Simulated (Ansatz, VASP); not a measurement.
# Cr3Co: VASP beside Ansatz

```
Cr Co
1.0
     3.56542    0.00000    0.00000
     0.00000    3.56542    0.00000
     0.00000    0.00000    3.56542
Cr Co
3 1
Cartesian
  0.0000 1.7827 1.7827
  1.7827 0.0000 1.7827
  1.7827 1.7827 0.0000
  0.0000 0.0000 0.0000
```

Alike in both runs: functional PBE; k mesh 14 × 14 × 14; occupations gaussian, width 0.1 eV; no spin polarisation.

Ansatz relaxed the structure, and its values are those at the end. VASP's run is a single point on that final structure, the one shown.

|  | VASP | Ansatz |
| --- | --- | --- |
| version | VASP 6.6.1 | Ansatz 0.2.0 |
| potentials or method | VASP PAW PBE potentials, release 64 (Cr_pv, Co) | scalar-relativistic, plane waves, PAW |
| plane-wave cutoff (eV) | 520 | 420 |
| valence electrons in the cell | 45 | 59 |

VASP gave:

* gap on the k mesh at the Fermi level (eV): none
* pressure (GPa): -0.1

**Question.** Which values does Ansatz return?

**Answer.** gap on the k mesh at the Fermi level (eV): none; pressure (GPa): 0.0.

A gap of «none» marks a metal or a gap that the smearing closes. With one functional, cell and mesh, what is left measures potentials, basis and numerics. The two sets of potentials don't hold the same shells in valence.

Caveats: the run has no spin polarisation, though such a crystal can be magnetic. Spin polarisation is off, so any magnetic state and its effect on volume and gap are missing.
